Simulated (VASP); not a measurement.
Calculation: vdW-DF2, VASP's PBE PAW potentials (set 64) (plane waves; VASP).

Input for VASP

INCAR:
```
! general
SYSTEM   = AlN
PREC     = Accurate
ENCUT    = 520
LREAL    = .FALSE.
LASPH    = .TRUE.

! electronic loop
EDIFF    = 1E-7
NELM     = 100
ALGO     = Normal

! smearing
ISMEAR   = 0
SIGMA    = 0.05

! functional
GGA      = ML
LUSE_VDW = .TRUE.
AGGAC    = 0.0
ZAB_VDW  = -1.8867

! ions
ISIF     = 2

! output
LWAVE    = .FALSE.
LCHARG   = .FALSE.
```

**POSCAR**
```
AlN
1
    0.0000000000     2.2422348439     2.2422348439
    2.2422348439     0.0000000000     2.2422348439
    2.2422348439     2.2422348439     0.0000000000
Al N
1 1
Direct
  0.0000000000   0.0000000000   0.0000000000
  0.2500000000   0.2500000000   0.2500000000
```

File KPOINTS:
```
Automatic mesh
0
Gamma
10 10 10
0 0 0
```

POTCAR, in this order: Al N (PBE.64 set). Program: vasp_std.

Output

OUTCAR:
```
 ion  position               nearest neighbor table
   1  0.000  0.000  0.000-   2 1.94   2 1.94   2 1.94   2 1.94
   2  0.250  0.250  0.250-   1 1.94   1 1.94   1 1.94   1 1.94
  LATTYP: Found a face centered cubic cell.
 ALAT       =     4.4844696878
 Subroutine PRICEL returns:
 Original cell was already a primitive cell.
 Subroutine GETGRP returns: Found 24 space group operations
The static configuration has the point symmetry T_d .
The dynamic configuration has the point symmetry T_d .
 Subroutine INISYM returns: Found 24 space group operations
 Subroutine IBZKPT returns following result:
 Found     47 irreducible k-points:

 Following reciprocal coordinates:
            Coordinates               Weight
  0.000000  0.000000  0.000000      1.000000
  0.100000  0.000000  0.000000      8.000000
  0.200000  0.000000  0.000000      8.000000
  0.300000  0.000000  0.000000      8.000000
  0.400000  0.000000  0.000000      8.000000
  0.500000  0.000000  0.000000      4.000000
  0.100000  0.100000  0.000000      6.000000
  0.200000  0.100000  0.000000     24.000000
  0.300000  0.100000  0.000000     24.000000
...
```

File OSZICAR:
```
       N       E                     dE             d eps       ncg     rms          rms(c)
DAV:   1     0.172045219066E+02    0.17205E+02   -0.40005E+03   760   0.819E+02
DAV:   2    -0.139744020586E+02   -0.31179E+02   -0.29815E+02  1000   0.148E+02
DAV:   3    -0.146933843254E+02   -0.71898E+00   -0.71898E+00   912   0.300E+01
DAV:   4    -0.146958045660E+02   -0.24202E-02   -0.24202E-02  1104   0.158E+00
DAV:   5    -0.146958097889E+02   -0.52230E-05   -0.52230E-05   920   0.565E-02    0.972E+00
DAV:   6    -0.116364919689E+02    0.30593E+01   -0.20716E+01   840   0.289E+01    0.286E+00
DAV:   7    -0.116624807084E+02   -0.25989E-01   -0.16859E-01   752   0.473E+00    0.194E+00
DAV:   8    -0.116713747462E+02   -0.88940E-02   -0.56512E-02   776   0.334E+00    0.518E-01
DAV:   9    -0.116705190132E+02    0.85573E-03   -0.87955E-04  1064   0.314E-01    0.212E-01
DAV:  10    -0.116709393144E+02   -0.42030E-03   -0.12247E-03   752   0.413E-01    0.526E-02
DAV:  11    -0.116709300757E+02    0.92387E-05   -0.53494E-05   896   0.623E-02    0.158E-02
DAV:  12    -0.116709362570E+02   -0.61813E-05   -0.16434E-05   784   0.494E-02    0.209E-03
DAV:  13    -0.116709364806E+02   -0.22361E-06   -0.46127E-07   808   0.839E-03    0.874E-04
DAV:  14    -0.116709365475E+02   -0.66915E-07   -0.18431E-07   768   0.548E-03
   1 F= -.11670937E+02 E0= -.11670937E+02  d E =-.834795E-13
```

### OUTCAR
```
------------------------ aborting loop because EDIFF is reached ----------------------------------------
  FORCE on cell =-STRESS in cart. coord.  units (eV):
  Direction    XX          YY          ZZ          XY          YZ          ZX
  --------------------------------------------------------------------------------------
  Total       -0.7158941     -0.7158941     -0.7158941      0.0000000      0.0000000      0.0000000
  in kB      -50.8728494    -50.8728494    -50.8728494      0.0000000      0.0000000      0.0000000
  external PRESSURE =     -50.8728494 kB  Pullay stress =       0.0000000 kB
  volume of cell :       22.55
      direct lattice vectors                 reciprocal lattice vectors
     0.000000000  2.242234844  2.242234844    -0.222991807  0.222991807  0.222991807
     2.242234844  0.000000000  2.242234844     0.222991807 -0.222991807  0.222991807
     2.242234844  2.242234844  0.000000000     0.222991807  0.222991807 -0.222991807
  FREE ENERGIE OF THE ION-ELECTRON SYSTEM (eV)
  ---------------------------------------------------
  free  energy   TOTEN  =       -11.6709365475 eV

  energy  without entropy=      -11.6709365475  energy(sigma->0) =      -11.67093655
```
(Selected blocks of OUTCAR.)

OUTCAR:
```
 val. band max:        5.2959202317   @ k =   0.0000   0.0000   0.0000

 cond. band min:       9.0678634983   @ k =   0.5000   0.5000   0.0000


 Fermi energy:         5.5237724086

 k-point     1 :       0.0000    0.0000    0.0000
  band No.  band energies     occupation
      1      -9.1335      2.00000
      2       5.2959      2.00000
      3       5.2959      2.00000
      4       5.2959      2.00000
      5       9.1244      0.00000
      6      17.1809      0.00000
      7      17.1809      0.00000
      8      17.1809      0.00000

 k-point     2 :       0.1000    0.0000    0.0000
  band No.  band energies     occupation
      1      -9.0029      2.00000
      2       4.5315      2.00000
      3       5.2460      2.00000
      4       5.2460      2.00000
      5       9.7679      0.00000
      6      16.8035      0.00000
      7      17.3014      0.00000
      8      17.3014      0.00000

 k-point     3 :       0.2000    0.0000    0.0000
  band No.  band energies     occupation
      1      -8.6337      2.00000
      2       3.0422      2.00000
      3       5.1213      2.00000
      4       5.1213      2.00000
      5      10.8637      0.00000
      6      16.0600      0.00000
      7      17.3139      0.00000
      8      17.3139      0.00000

 k-point     4 :       0.3000    0.0000    0.0000
  band No.  band energies     occupation
      1      -8.1045      2.00000
      2       1.5370      2.00000
      3       4.9783      2.00000
      4       4.9783      2.00000
      5      11.6780      0.00000
      6      15.4409      0.00000
      7      16.8415      0.00000
      8      16.8415      0.00000

 k-point     5 :       0.4000    0.0000    0.0000
  band No.  band energies     occupation
      1      -7.5872      2.00000
      2       0.3838      2.00000
      3       4.8703      2.00000
      4       4.8703      2.00000
      5      12.0539      0.00000
      6      15.0878      0.00000
      7      16.3460      0.00000
...
```

The compound is AlN in the zinc blende structure, a metastable form; wurtzite is the usual one. This cell is one point of a volume scan, at 1.03 of the reference volume.
